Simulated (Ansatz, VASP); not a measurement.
AgRh: VASP beside Ansatz

```xyz
2
Lattice="2.7589 0.0000 0.0000 -1.3795 2.3893 0.0000 0.0000 0.0000 4.7763" Properties=species:S:1:pos:R:3 pbc="T T T"
Ag    0.0000    0.0000    2.3882
Rh    1.3795    0.7964    0.0000
```

Change from the starting cell: volume scaled by 0.98.

Alike in both runs: task single point; functional PBEsol; k mesh 11 × 11 × 6; occupations fermi-dirac, width 0.05 eV; no spin polarisation.

|  | VASP | Ansatz |
| --- | --- | --- |
| version | VASP 6.6.1 | Ansatz 0.2.0 |
| potentials or method | VASP PAW PBE potentials, release 64 (Ag, Rh_pv) | Ansatz PAW |
| plane-wave cutoff (eV) | 520 | 420 |
| valence electrons in the cell | 26 | 36 |

```csv
,VASP,Ansatz,Ansatz less VASP
gap on the k mesh at the Fermi level (eV),none,none,-
pressure (GPa),-8.0,-7.8,+0.17
largest component of the traceless stress (GPa),0.44,0.48,+0.046
```

A gap of «none» marks a metal or a gap that the smearing closes. The two sets of potentials don't hold the same shells in valence.

Caveats: the PAW data sets were made with another functional, which shifts forces and pressure a little (VASP); the PAW data sets come from PBE, with cores solved anew for the run's functional, which leaves a small shift of forces and pressure (Ansatz).
